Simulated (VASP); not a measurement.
Output of a VASP run:

### OSZICAR
```
       N       E                     dE             d eps       ncg     rms          rms(c)
DAV:   1     0.193455084415E+03    0.19346E+03   -0.12751E+04  1536   0.146E+03
DAV:   2    -0.983738714625E+01   -0.20329E+03   -0.19021E+03  1544   0.297E+02
DAV:   3    -0.270916125714E+02   -0.17254E+02   -0.13674E+02  2048   0.915E+01
DAV:   4    -0.278280496072E+02   -0.73644E+00   -0.72610E+00  1576   0.201E+01
DAV:   5    -0.278396934880E+02   -0.11644E-01   -0.11632E-01  1744   0.230E+00    0.365E+01
DAV:   6    -0.587586924539E+02   -0.30919E+02   -0.13920E+02  1880   0.163E+02    0.656E+01
DAV:   7    -0.391849876553E+02    0.19574E+02   -0.16757E+02  1664   0.136E+02    0.400E+01
DAV:   8    -0.266364672489E+02    0.12549E+02   -0.15490E+01  1976   0.750E+01    0.786E+00
DAV:   9    -0.269267759154E+02   -0.29031E+00   -0.26179E+00  1712   0.197E+01    0.409E+00
DAV:  10    -0.270366677605E+02   -0.10989E+00   -0.67360E-01  1752   0.107E+01    0.489E+00
DAV:  11    -0.270230939035E+02    0.13574E-01   -0.82177E-02  2064   0.553E+00    0.260E+00
DAV:  12    -0.270576834861E+02   -0.34590E-01   -0.22497E-02  2192   0.244E+00    0.237E+00
DAV:  13    -0.271741813211E+02   -0.11650E+00   -0.26654E-01  2424   0.916E+00    0.298E+00
DAV:  14    -0.271977598094E+02   -0.23578E-01   -0.19756E-01  2480   0.705E+00    0.302E+00
DAV:  15    -0.271827708914E+02    0.14989E-01   -0.81305E-02  2392   0.370E+00    0.132E+00
DAV:  16    -0.271715544642E+02    0.11216E-01   -0.40586E-02  2456   0.338E+00    0.123E+00
DAV:  17    -0.271775171046E+02   -0.59626E-02   -0.60338E-02  2384   0.351E+00    0.421E-01
DAV:  18    -0.271777818066E+02   -0.26470E-03   -0.69523E-03  2264   0.933E-01    0.216E-01
DAV:  19    -0.271779380302E+02   -0.15622E-03   -0.72868E-04  1920   0.244E-01    0.224E-01
DAV:  20    -0.271786654516E+02   -0.72742E-03   -0.65050E-03  2360   0.114E+00    0.193E-01
DAV:  21    -0.271786444819E+02    0.20970E-04   -0.53478E-04  2184   0.225E-01    0.605E-02
DAV:  22    -0.271786521637E+02   -0.76818E-05   -0.39724E-05  2056   0.686E-02    0.422E-02
DAV:  23    -0.271786769716E+02   -0.24808E-04   -0.14912E-04  2456   0.201E-01    0.202E-02
DAV:  24    -0.271786837145E+02   -0.67429E-05   -0.30819E-05  2344   0.697E-02    0.154E-02
DAV:  25    -0.271786858345E+02   -0.21200E-05   -0.24024E-05  1888   0.561E-02    0.212E-02
DAV:  26    -0.271786858562E+02   -0.21714E-07   -0.71497E-06  1168   0.327E-02
   1 F= -.27178686E+02 E0= -.27171884E+02  d E =-.136031E-01  mag=     2.0000
```

**OUTCAR**
```
------------------------ aborting loop because EDIFF is reached ----------------------------------------
  FORCE on cell =-STRESS in cart. coord.  units (eV):
  Direction    XX          YY          ZZ          XY          YZ          ZX
  --------------------------------------------------------------------------------------
  Total      -10.4351787    -10.4351787    -10.4351787      0.0000000      0.0000000     -0.0000000
  in kB     -326.7290423   -326.7290423   -326.7290423      0.0000000      0.0000000     -0.0000000
  external PRESSURE =    -326.7290423 kB  Pullay stress =       0.0000000 kB
  volume of cell :       51.17
      direct lattice vectors                 reciprocal lattice vectors
     0.000000000  2.946666000  2.946666000    -0.169683296  0.169683296  0.169683296
     2.946666000  0.000000000  2.946666000     0.169683296 -0.169683296  0.169683296
     2.946666000  2.946666000  0.000000000     0.169683296  0.169683296 -0.169683296
 POSITION                                       TOTAL-FORCE (eV/Angst)
 -----------------------------------------------------------------------------------
      0.00000      0.00000      0.00000         0.000000      0.000000     -0.000000
      2.94667      2.94667      2.94667         0.000000      0.000000     -0.000000
      1.47333      1.47333      1.47333         0.000000      0.000000      0.000000
      4.42000      4.42000      4.42000        -0.000000     -0.000000     -0.000000
 -----------------------------------------------------------------------------------
    total drift:                               -0.000000     -0.000000      0.000000
  FREE ENERGIE OF THE ION-ELECTRON SYSTEM (eV)
  ---------------------------------------------------
  free  energy   TOTEN  =       -27.1786858562 eV

  energy  without entropy=      -27.1650827582  energy(sigma->0) =      -27.17188431

 total charge

# of ion       s       p       d       tot
------------------------------------------
    1        1.353   1.986   0.000   3.339
    2        0.454   0.374   6.091   6.918
    3        0.353   0.305   6.217   6.874
    4        0.353   0.305   6.217   6.874
--------------------------------------------------
tot          2.512   2.969  18.525  24.006

 magnetization (x)

# of ion       s       p       d       tot
------------------------------------------
    1       -0.016   0.090   0.000   0.074
    2        0.035   0.012   2.696   2.744
    3       -0.026  -0.019  -0.375  -0.420
    4       -0.026  -0.019  -0.375  -0.420
--------------------------------------------------
tot         -0.033   0.064   1.946   1.978
```
(Selected blocks of OUTCAR.)

**POSCAR**
```
Fe3N
1
    0.0000000000     2.9466660000     2.9466660000
    2.9466660000     0.0000000000     2.9466660000
    2.9466660000     2.9466660000     0.0000000000
N Fe
1 3
Direct
  0.0000000000   0.0000000000   0.0000000000
  0.5000000000   0.5000000000   0.5000000000
  0.2500000000   0.2500000000   0.2500000000
  0.7500000000   0.7500000000   0.7500000000
```

Q: Write an INCAR and KPOINTS that could have produced this output.

A: Several could match; the one computed here: the input of the run itself, PBE GGA, plane waves, VASP's PBE PAW potentials (set 64).

INCAR:
```
SYSTEM  =  Fe3N
PREC  =  Accurate; ENCUT  =  520; LREAL  =  F
LASPH  =  T
EDIFF  =  1E-6; NELM  =  100; ALGO  =  Normal
LMAXMIX  =  4
ISMEAR  =  0; SIGMA  =  0.05
GGA  =  PE
MAGMOM  =  0.0 4.0 4.0 4.0
ISPIN  =  2; NUPDOWN  =  2
ISIF  =  2
LWAVE  =  F; LCHARG  =  F; LORBIT  =  10
```

File KPOINTS:
```
Automatic mesh
0
Gamma
6 6 6
0 0 0
```

POTCAR, in this order: N Fe (PBE.64 set). Program: vasp_std.

The moments were started parallel, and other spin orders were not tried in this run.

The structure was generated: Fe3N was put into the D03 type (Fm-3m), which need not be its known phase. The cell was not relaxed at this level. The run is one of a series of settings (NUPDOWN = 2 against the base run), some of them coarse on purpose.
